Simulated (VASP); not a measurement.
Input:

```xyz
2
Lattice="4.3865 0.0000 0.0000 0.0000 4.3865 0.0000 0.0000 0.0000 4.3865" Properties=species:S:1:pos:R:3 pbc="T T T"
Cs     0.0000     0.0000     0.0000
Br     2.1932     2.1932     2.1932
```

Calculation: PBE GGA, VASP's PBE PAW potentials (set 64) (plane waves; VASP). Settings: 480 eV cut-off, 6×6×6 Γ-centred mesh, Gaussian smearing of 0.050 eV, potentials Cs_sv Br.

Energy and stress use the plane-wave basis of the starting cell.

Task: The ions, cell shape and volume at an external pressure of 20.0 GPa are relaxed. What does this cell relax into?

Result: 
```xyz
2
Lattice="3.7433 0.0000 0.0000 0.0000 3.7433 0.0000 0.0000 0.0000 3.7433" Properties=species:S:1:pos:R:3 pbc="T T T"
Cs     0.0000     0.0000     0.0000
Br     1.8716     1.8716     1.8716
```
Space group Pm-3m (221), at a tolerance of 0.03 Å.

Task: How do energy and volume change from the first to the last step?

Result: The energy (σ→0) changes by +624.6 meV/atom and the volume by -37.9 %, in 5 ionic steps.

The compound is CsBr in the CsCl type structure. This run relaxes it under an external pressure of 20 GPa. Symmetry was kept, so distortions that lower it aren't found.
